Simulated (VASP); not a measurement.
A run of VASP 6.6.1:

INCAR

```
ALGO     = Fast           # electronic algorithm
EDIFF    = 1E-6           # SCF threshold, eV
ENCUT    = 520            # plane-wave cutoff, eV
GGA      = PS             # functional
ISIF     = 2              # what is computed and relaxed
ISMEAR   = -1             # smearing method
LASPH    = True           # aspherical terms in the spheres
LCHARG   = False          # write CHGCAR
LREAL    = False          # projectors in reciprocal space
LWAVE    = False          # write WAVECAR
NBANDS   = 50             # bands
NELM     = 80             # most SCF steps
PREC     = Accurate       # precision mode
SIGMA    = 0.1            # smearing width, eV
```

File KPOINTS:

```
k-points
0
Gamma
  3 3 3
```

Contents of POSCAR:

```
Ca3Si3Ir4
1.0
   -3.7406180000      3.7406180000      3.7406180000
    3.7406180000     -3.7406180000      3.7406180000
    3.7406180000      3.7406180000     -3.7406180000
Si Ir Ca
3 4 3
Direct
    0.7522735548      0.7024871291      0.7181067407
    0.2855136504     -0.0041213778      0.0130168330
   -0.0077511256      0.2330315472     -0.0130462400
    0.3604199894      0.3538633188      0.3611045020
    0.6031371019     -0.0535281871     -0.0726136697
    0.0291171138     -0.0151889340      0.6431552219
    0.0146760509      0.6454825112      0.0335588932
   -0.0232854571      0.4610736782      0.4527453752
    0.5158187765      0.0551158926      0.5427238226
    0.4912571933      0.5499499013      0.0446356725
```

Potentials or basis: VASP PAW PBE potentials, release 64 (Si, Ir, Ca_sv).

Command:

```bash
$ cat potpaw_PBE.64/Si/POTCAR potpaw_PBE.64/Ir/POTCAR potpaw_PBE.64/Ca_sv/POTCAR > POTCAR
$ mpirun -np 1 vasp_std > vasp.out
```

Hardware: 1 thread of Intel(R) Xeon(R) Platinum 8488C (Sapphire Rapids), with other jobs on the host.

**Question.** Estimate the wall time of this run.

**Answer.** Run time: 6.6 min on 1 thread of Intel(R) Xeon(R) Platinum 8488C (Sapphire Rapids) (shared host), peak memory 0.4 GiB. Counts: scf iterations 23, k points 14.
